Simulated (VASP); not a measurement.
# A VASP study of CdF2 (r2SCAN): structure first, properties next, part 4 of 4

Aim: relax CdF2, then compute properties on the relaxed cell. The start is a cell from a database of measured crystal structures.

VASP 6.6.1; r2SCAN; plane waves and PAW (Cd, F).

So far, gap on the k-mesh (eV): step 2 (full relaxation (r2SCAN)) 3.78; step 5 (total and projected DOS (r2SCAN)) 3.74. The relaxed cell has a = 5.403 Å (conventional setting).

### 7. Dielectric tensor and Born charges (r2SCAN)

The response to a static field gives the electronic dielectric tensor and the Born charges. It needs tightly converged orbitals, hence the small EDIFF.

INCAR reads:

```
SYSTEM = CdF2
PREC = Accurate
ENCUT = 520
EDIFF = 1E-07
NELM = 100
ISMEAR = 0
SIGMA = 0.01
LREAL = .FALSE.
ALGO = Normal
METAGGA = R2SCAN
LASPH = .TRUE.
NBANDS = 19
LORBIT = 11
LWAVE = .FALSE.
LCHARG = .FALSE.
LCALCEPS = .TRUE.
LPEAD = .TRUE.
```

POSCAR reads:

```
CdF2
1.0
    0.0000000000      2.7016506715      2.7016506715
    2.7016506715      0.0000000000      2.7016506715
    2.7016506715      2.7016506715      0.0000000000
Cd F
1 2
Direct
    0.0000000000      0.0000000000      0.0000000000
    0.2500000000      0.2500000000      0.2500000000
    0.7500000000      0.7500000000      0.7500000000
```

KPOINTS reads:

```
Automatic mesh
0
Gamma
6 6 6
0 0 0
```

PAW data sets: Cd and F (PBE family, release 64).

Run with:

```console
> mpirun -np 2 vasp_std
```

Log:

```text
[banner, memory and clock lines left out]
running    2 mpi-ranks, on    1 nodes
 distrk:  each k-point on    2 cores,    1 groups
 distr:  one band on    1 cores,    2 groups

 POSCAR found type information on POSCAR CdF
 POSCAR found :  2 types and       3 ions
 [... a notice as in an earlier step ...]

 LDA part: xc-table for (None), standard interpolation
 [... a notice as in an earlier step ...]

 POSCAR, INCAR and KPOINTS ok, starting setup
 FFT: planning ... GRIDC
 FFT: planning ... GRID_SOFT
 FFT: planning ... GRID
 WAVECAR not read
 entering main loop
       N       E                     dE             d eps       ncg     rms          rms(c)
DAV:   1     0.174614923020E+03    0.17461E+03   -0.15827E+04   664   0.135E+03
DAV:   2    -0.343815127629E+02   -0.20900E+03   -0.20170E+03   704   0.353E+02
DAV:   3    -0.431256712884E+02   -0.87442E+01   -0.87035E+01   732   0.790E+01
DAV:   4    -0.431613673839E+02   -0.35696E-01   -0.35693E-01   700   0.525E+00
DAV:   5    -0.431614803046E+02   -0.11292E-03   -0.11292E-03   720   0.281E-01    0.855E+00
DAV:   6    -0.336724734790E+02    0.94890E+01   -0.38487E+00   680   0.421E+01    0.932E+00
DAV:   7    -0.336955112628E+02   -0.23038E-01   -0.14475E+00   656   0.104E+01    0.500E+00
DAV:   8    -0.337269958074E+02   -0.31485E-01   -0.17229E-01   700   0.570E+00    0.170E+00
DAV:   9    -0.337199139387E+02    0.70819E-02   -0.64259E-02   648   0.256E+00    0.253E-01
DAV:  10    -0.337211305677E+02   -0.12166E-02   -0.78546E-03   696   0.820E-01    0.296E-01
DAV:  11    -0.337210776975E+02    0.52870E-04   -0.26304E-03   664   0.473E-01    0.142E-01
DAV:  12    -0.337210138697E+02    0.63828E-04   -0.14318E-04   688   0.202E-01    0.391E-02
DAV:  13    -0.337209993949E+02    0.14475E-04   -0.26705E-05   696   0.552E-02    0.196E-02
DAV:  14    -0.337209948233E+02    0.45716E-05   -0.47621E-05   680   0.633E-02    0.163E-02
DAV:  15    -0.337209934336E+02    0.13898E-05   -0.15326E-06   676   0.110E-02    0.764E-03
DAV:  16    -0.337209930542E+02    0.37932E-06   -0.10390E-06   676   0.921E-03    0.688E-04
DAV:  17    -0.337209931091E+02   -0.54887E-07   -0.48174E-08   348   0.198E-03
       N       E                     dE             d eps       ncg     rms          rms(c)
SDA:   1    -0.337209922605E+02   -0.33721E+02   -0.24370E-08  1360   0.609E-08   0.000E+00
DMP:   2    -0.337209922725E+02   -0.12007E-07   -0.23340E-08  1360   0.454E-08   0.340E-08
 final diagonalization occupied
 p_tot=( -0.227E-09  0.468E-09  0.514E-09 )
       N       E                     dE             d eps       ncg     rms          rms(c)
 p_tot=( -0.227E-09  0.468E-09  0.514E-09 )
dp_tot=(  0.000E+00  0.000E+00  0.000E+00 )  diag[e(oo)]=(  1.00000    ---      ---   )
SDA:   1    -0.337209922740E+02   -0.13496E-07   -0.16938E-04  1360   0.423E-04   0.000E+00
 p_tot=(  0.169E-02  0.485E-07  0.485E-07 )
dp_tot=(  0.169E-02  0.480E-07  0.480E-07 )  diag[e(oo)]=(  1.77714    ---      ---   )
DMP:   2    -0.337210045157E+02   -0.12242E-04   -0.78662E-05  1360   0.986E-05   0.189E-04
 p_tot=(  0.333E-02  0.103E-06  0.103E-06 )
dp_tot=(  0.333E-02  0.102E-06  0.102E-06 )  diag[e(oo)]=(  2.52720    ---      ---   )
DMP:   3    -0.337210083971E+02   -0.38815E-05   -0.11220E-05  1360   0.294E-05  -0.265E-06
 p_tot=(  0.408E-02  0.142E-06  0.142E-06 )
dp_tot=(  0.408E-02  0.141E-06  0.141E-06 )  diag[e(oo)]=(  2.87404    ---      ---   )
DMP:   4    -0.337210085111E+02   -0.11400E-06   -0.97278E-06  1360   0.360E-05  -0.224E-05
 p_tot=(  0.407E-02  0.161E-06  0.161E-06 )
dp_tot=(  0.407E-02  0.161E-06  0.161E-06 )  diag[e(oo)]=(  2.86944    ---      ---   )
DMP:   5    -0.337210090268E+02   -0.51569E-06   -0.70106E-06  1360   0.168E-05   0.144E-06
 p_tot=(  0.377E-02  0.166E-06  0.166E-06 )
dp_tot=(  0.377E-02  0.166E-06  0.166E-06 )  diag[e(oo)]=(  2.73105    ---      ---   )
DMP:   6    -0.337210093654E+02   -0.33853E-06   -0.27459E-06  1360   0.717E-06  -0.579E-07
 p_tot=(  0.353E-02  0.163E-06  0.163E-06 )
dp_tot=(  0.353E-02  0.163E-06  0.163E-06 )  diag[e(oo)]=(  2.62051    ---      ---   )
DMP:   7    -0.337210094846E+02   -0.11920E-06   -0.17053E-06  1360   0.473E-06  -0.896E-07
 p_tot=(  0.345E-02  0.158E-06  0.158E-06 )
dp_tot=(  0.345E-02  0.158E-06  0.158E-06 )  diag[e(oo)]=(  2.58098    ---      ---   )
DMP:   8    -0.337210095777E+02   -0.93194E-07   -0.10686E-06  1360   0.247E-06   0.393E-07
 p_tot=(  0.345E-02  0.153E-06  0.153E-06 )
dp_tot=(  0.345E-02  0.152E-06  0.152E-06 )  diag[e(oo)]=(  2.58447    ---      ---   )
DMP:   9    -0.337210096372E+02   -0.59474E-07   -0.53113E-07  1360   0.117E-06   0.301E-07
 final diagonalization full
 p_tot=(  0.348E-02  0.149E-06  0.149E-06 )
dp_tot=(  0.348E-02  0.149E-06  0.149E-06 )  diag[e(oo)]=(  2.59526    ---      ---   )
       N       E                     dE             d eps       ncg     rms          rms(c)
SDA:   1    -0.337209922452E+02    0.17333E-04   -0.37335E-08  1360   0.933E-08   0.000E+00
DMP:   2    -0.337209922718E+02   -0.26610E-07   -0.13674E-08  1360   0.279E-08   0.165E-08
 final diagonalization occupied
 p_tot=( -0.727E-06  0.162E-07 -0.424E-06 )
       N       E                     dE             d eps       ncg     rms          rms(c)
 p_tot=( -0.727E-06  0.162E-07 -0.424E-06 )
dp_tot=(  0.000E+00  0.000E+00  0.000E+00 )  diag[e(oo)]=(    ---    1.00000    ---   )
SDA:   1    -0.337209922728E+02   -0.27634E-07   -0.16938E-04  1360   0.423E-04   0.000E+00
 p_tot=(  0.117E-06  0.169E-02  0.154E-06 )
dp_tot=(  0.844E-06  0.169E-02  0.577E-06 )  diag[e(oo)]=(    ---    1.77713    ---   )
DMP:   2    -0.337210045164E+02   -0.12244E-04   -0.78659E-05  1360   0.986E-05   0.189E-04
 p_tot=(  0.694E-06  0.333E-02  0.523E-06 )
dp_tot=(  0.142E-05  0.333E-02  0.947E-06 )  diag[e(oo)]=(    ---    2.52719    ---   )
DMP:   3    -0.337210083973E+02   -0.38809E-05   -0.11219E-05  1360   0.294E-05  -0.265E-06
 p_tot=(  0.643E-06  0.408E-02  0.454E-06 )
dp_tot=(  0.137E-05  0.408E-02  0.878E-06 )  diag[e(oo)]=(    ---    2.87403    ---   )
DMP:   4    -0.337210085109E+02   -0.11356E-06   -0.97274E-06  1360   0.360E-05  -0.224E-05
 p_tot=(  0.269E-06  0.407E-02  0.188E-06 )
dp_tot=(  0.996E-06  0.407E-02  0.611E-06 )  diag[e(oo)]=(    ---    2.86943    ---   )
DMP:   5    -0.337210090267E+02   -0.51580E-06   -0.70105E-06  1360   0.168E-05   0.144E-06
 p_tot=( -0.220E-07  0.377E-02  0.736E-08 )
dp_tot=(  0.705E-06  0.377E-02  0.431E-06 )  diag[e(oo)]=(    ---    2.73103    ---   )
DMP:   6    -0.337210093659E+02   -0.33923E-06   -0.27460E-06  1360   0.717E-06  -0.579E-07
 p_tot=( -0.748E-07  0.353E-02  0.694E-09 )
dp_tot=(  0.652E-06  0.353E-02  0.424E-06 )  diag[e(oo)]=(    ---    2.62050    ---   )
DMP:   7    -0.337210094851E+02   -0.11925E-06   -0.17052E-06  1360   0.473E-06  -0.896E-07
 p_tot=(  0.285E-07  0.345E-02  0.883E-07 )
dp_tot=(  0.755E-06  0.345E-02  0.512E-06 )  diag[e(oo)]=(    ---    2.58097    ---   )
DMP:   8    -0.337210095781E+02   -0.92929E-07   -0.10686E-06  1360   0.247E-06   0.393E-07
 p_tot=(  0.143E-06  0.345E-02  0.164E-06 )
dp_tot=(  0.870E-06  0.345E-02  0.588E-06 )  diag[e(oo)]=(    ---    2.58446    ---   )
DMP:   9    -0.337210096373E+02   -0.59280E-07   -0.53110E-07  1360   0.117E-06   0.301E-07
 final diagonalization full
 p_tot=(  0.192E-06  0.348E-02  0.186E-06 )
dp_tot=(  0.919E-06  0.348E-02  0.610E-06 )  diag[e(oo)]=(    ---    2.59525    ---   )
       N       E                     dE             d eps       ncg     rms          rms(c)
SDA:   1    -0.337209922437E+02    0.17334E-04   -0.37506E-08  1360   0.938E-08   0.000E+00
DMP:   2    -0.337209922703E+02   -0.26614E-07   -0.15178E-08  1360   0.305E-08   0.195E-08
 final diagonalization occupied
 p_tot=( -0.415E-06 -0.723E-06  0.287E-07 )
       N       E                     dE             d eps       ncg     rms          rms(c)
 p_tot=( -0.415E-06 -0.723E-06  0.287E-07 )
dp_tot=(  0.000E+00  0.000E+00  0.000E+00 )  diag[e(oo)]=(    ---      ---    1.00000 )
SDA:   1    -0.337209922717E+02   -0.28024E-07   -0.16940E-04  1360   0.423E-04   0.000E+00
 p_tot=(  0.138E-06  0.841E-07  0.169E-02 )
dp_tot=(  0.552E-06  0.807E-06  0.169E-02 )  diag[e(oo)]=(    ---      ---    1.77718 )
DMP:   2    -0.337210045153E+02   -0.12244E-04   -0.78653E-05  1360   0.986E-05   0.189E-04
 p_tot=(  0.528E-06  0.685E-06  0.333E-02 )
dp_tot=(  0.943E-06  0.141E-05  0.333E-02 )  diag[e(oo)]=(    ---      ---    2.52723 )
DMP:   3    -0.337210083954E+02   -0.38800E-05   -0.11220E-05  1360   0.294E-05  -0.266E-06
 p_tot=(  0.479E-06  0.664E-06  0.408E-02 )
dp_tot=(  0.894E-06  0.139E-05  0.408E-02 )  diag[e(oo)]=(    ---      ---    2.87404 )
DMP:   4    -0.337210085091E+02   -0.11373E-06   -0.97293E-06  1360   0.360E-05  -0.224E-05
 p_tot=(  0.208E-06  0.292E-06  0.407E-02 )
dp_tot=(  0.623E-06  0.101E-05  0.407E-02 )  diag[e(oo)]=(    ---      ---    2.86941 )
DMP:   5    -0.337210090250E+02   -0.51590E-06   -0.70103E-06  1360   0.168E-05   0.144E-06
 p_tot=(  0.824E-08 -0.176E-07  0.377E-02 )
dp_tot=(  0.423E-06  0.705E-06  0.377E-02 )  diag[e(oo)]=(    ---      ---    2.73101 )
DMP:   6    -0.337210093641E+02   -0.33912E-06   -0.27462E-06  1360   0.717E-06  -0.580E-07
 p_tot=( -0.123E-07 -0.862E-07  0.353E-02 )
dp_tot=(  0.403E-06  0.637E-06  0.353E-02 )  diag[e(oo)]=(    ---      ---    2.62049 )
DMP:   7    -0.337210094835E+02   -0.11942E-06   -0.17054E-06  1360   0.473E-06  -0.896E-07
 p_tot=(  0.755E-07  0.156E-07  0.345E-02 )
dp_tot=(  0.490E-06  0.739E-06  0.345E-02 )  diag[e(oo)]=(    ---      ---    2.58097 )
DMP:   8    -0.337210095764E+02   -0.92866E-07   -0.10685E-06  1360   0.247E-06   0.392E-07
 p_tot=(  0.160E-06  0.138E-06  0.345E-02 )
dp_tot=(  0.575E-06  0.861E-06  0.345E-02 )  diag[e(oo)]=(    ---      ---    2.58446 )
DMP:   9    -0.337210096358E+02   -0.59337E-07   -0.53114E-07  1360   0.117E-06   0.301E-07
 final diagonalization full
 p_tot=(  0.188E-06  0.195E-06  0.348E-02 )
dp_tot=(  0.603E-06  0.918E-06  0.348E-02 )  diag[e(oo)]=(    ---      ---    2.59525 )
   1 F= -.33721010E+02 E0= -.33721010E+02  d E =-.355357E-25
```

Elapsed: 12 min, on 2 MPI ranks of AMD EPYC 9R45, shared host; peak memory 0.47 GiB.

OUTCAR, selected parts (step 7):

```text
   k-points           NKPTS =     16   k-points in BZ     NKDIM =     16   number of bands    NBANDS=     20

   NELECT =      26.0000    total number of electrons

            Ionic dipole moment: p[ion]=(     0.00000     0.00000     0.00000 ) |e| Angst

 Total electronic dipole moment: p[elc]=(     0.00000     0.00000     0.00348 ) |e| Angst

 MACROSCOPIC STATIC DIELECTRIC TENSOR (including local field effects)
 ------------------------------------------------------
           2.595256    -0.000000     0.000000
          -0.000000     2.595256     0.000000
          -0.000000    -0.000000     2.595256
 ------------------------------------------------------

 PIEZOELECTRIC TENSOR (including local field effects) (C/m^2)
          XX          YY          ZZ          XY          YZ          ZX
  --------------------------------------------------------------------------------
  x     0.00000     0.00000     0.00000     0.00000     0.00000     0.00000
  y     0.00000     0.00000     0.00000     0.00000     0.00000     0.00000
  z     0.00000     0.00000     0.00000     0.00000     0.00000     0.00000

 BORN EFFECTIVE CHARGES (including local field effects) (in |e|, cummulative output)
 ---------------------------------------------------------------------------------
 ion    1
    1     2.43763    -0.00000    -0.00000
    2    -0.00000     2.43763     0.00000
    3    -0.00000    -0.00000     2.43763
 ion    2
    1    -1.21882    -0.00000    -0.00000
    2     0.00000    -1.21882     0.00000
    3    -0.00000     0.00000    -1.21882
 ion    3
    1    -1.21882     0.00000     0.00000
    2     0.00000    -1.21882     0.00000
    3     0.00000     0.00000    -1.21882

  Total        0.0042535      0.0042535      0.0042535      0.0000000     -0.0000000      0.0000000
  in kB        0.1728000      0.1728000      0.1728000      0.0000000     -0.0000000      0.0000000
  external PRESSURE =       0.1728000 kB  Pullay stress =       0.0000000 kB

 POSITION                                       TOTAL-FORCE (eV/Angst)
 -----------------------------------------------------------------------------------
      0.00000      0.00000      0.00000         0.000000     -0.000000      0.000000
      1.35083      1.35083      1.35083         0.000000     -0.000000     -0.000000
      4.05248      4.05248      4.05248        -0.000000      0.000000      0.000000
 -----------------------------------------------------------------------------------
    total drift:                                0.000000      0.000000      0.000000

[... 6 parts as in an earlier step ...]

[... 4 further parts left out ...]
```

Energies printed during the response cycles are not total energies of the cell.

Numbers from this step:

| Property | Result |
| --- | --- |
| bands | 20 |
| irreducible k-points | 16 |

Electronic dielectric tensor with local fields:

```
2.60 0.00 0.00
0.00 2.60 0.00
0.00 0.00 2.60
```

Born effective charge (e), principal values of the symmetric part by kind of site:

```
atom  atoms with these values    low  middle   high   mean
 Cd1                        1   2.44    2.44   2.44   2.44
  F2                        2  -1.22   -1.22  -1.22  -1.22
```

In full for F2:

```
-1.22  0.00  0.00
 0.00 -1.22  0.00
 0.00  0.00 -1.22
```

The Born charges sum to zero; the printed set may have that rule imposed, so this is no test. Born charges and mode vectors give each infrared mode its dipole; summed over the modes, dipole squared over frequency squared adds 4.90 to the electronic 2.60, for a mean static constant of 7.50. With one infrared mode the Lyddane-Sachs-Teller relation, LO/TO = (ε0/ε∞)^½, puts the longitudinal line at 393 cm⁻¹. The mean Born charge of F, -1.22 e, exceeds its nominal -1, the mark of charge that flows along bonds as atoms move.

### 8. Summary of results

* relaxed volume: 13.15 Å³/atom
* relaxed conventional cell a, b, c: 5.403, 5.403, 5.403 Å
* space group after relaxing, within 0.02 Å: Fm-3m (No. 225)
* band gap: 3.72 eV, indirect (least direct gap of that run 4.23 eV)
* gap among the points of the DOS mesh alone, an upper bound: 3.74 eV
* highest zone-centre mode: 315 cm⁻¹
* static dielectric constant from modes and Born charges, mean: 7.50
* LO mode by the Lyddane-Sachs-Teller relation: 393 cm⁻¹
* electronic dielectric constant, mean: 2.60

**Reading.** With r2SCAN, CdF2 relaxes to 13.15 Å³/atom in space group Fm-3m (held by the symmetry of the run) and has an indirect gap of 3.72 eV. Against the listed cell the volume lies +0.9 %. Bands along the symmetry lines (r2SCAN): On this path the gap is indirect, 3.72 eV, with the valence top at W and the conduction bottom at Γ. The least direct gap is 4.23 eV. Zone-centre phonons (r2SCAN): The highest mode in this list at Γ, 315.4 cm⁻¹, is mostly motion of F (100 % of the kinetic energy). Dielectric tensor and Born charges (r2SCAN): The electronic dielectric tensor with local fields is isotropic, 2.60. Dielectric tensor and Born charges (r2SCAN): Mean Born effective charge: Cd1 2.44, F2 -1.22 e. Semilocal functionals usually underestimate gaps. Spin-orbit coupling is left out; it would split some degenerate bands. Modes at Γ alone can't show that the crystal is stable at other wave vectors, and the LO-TO splitting is not included. No search among competing phases was made, and a listed structure need not be the one stable at ambient conditions. All values are for a static lattice at zero temperature.

[Lines on the potential files, build, host, timing and source positions are cut from VASP's logs without a mark.]

[Logs are printed without paths, hosts, clocks, repeated set-up lines and the standing remarks that a program may print on its own settings, such as how far it seeks lower states.]

[Hosts, paths, dates, database ids (printed as entryN), source tags and the programs' standing remarks are cut or masked in the printed files.]

[A measured line is paired with the nearest computed mode of its activity, which favours agreement.]
